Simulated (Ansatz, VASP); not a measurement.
**Rb2SrTe2: VASP beside Ansatz**

```xyz
5
Lattice="4.0726 0.0000 0.0000 0.0000 4.0726 0.0000 0.0000 0.0000 7.8573" Properties=species:S:1:pos:R:3 pbc="T T T"
Rb    0.0000    0.0000    3.9286
Rb    2.0363    2.0363    3.9286
Sr    0.0000    0.0000    0.0000
Te    0.0000    0.0000    1.7204
Te    0.0000    0.0000    6.1369
```

Alike in both runs: task single point; functional PBE; k mesh 4 × 4 × 2; occupations gaussian, width 0.1 eV; no spin polarisation.

```csv
,VASP,Ansatz
version,VASP 6.6.1,Ansatz 0.2.0
potentials or method,"VASP PAW PBE potentials, release 64 (Rb_sv, Sr_sv, Te)","scalar-relativistic, plane waves, PAW"
plane-wave cutoff (eV),520,420
valence electrons in the cell,40,60
```

VASP gave:

```
gap on the k mesh at the Fermi level (eV) : none
rms of the force components (eV/Å)        : 18.049
```

Problem. Which values does Ansatz return?

Solution. gap on the k mesh at the Fermi level (eV): none; rms of the force components (eV/Å): 19.183.

Atom by atom the forces differ by 1.134 eV/Å (rms over components). A gap of «none» marks a metal or a gap that the smearing closes. The functional is the same, so the differences come from potentials, cutoffs and numerics. The two sets of potentials don't hold the same shells in valence.

Caveats: the k mesh is coarse (spacing up to 0.40 Å⁻¹), so the values aren't converged; forces of over 1 eV/Å show positions far from the minimum, so gaps and moduli don't describe the material at rest. The runs have no spin-orbit coupling, so splittings on Te are missing.
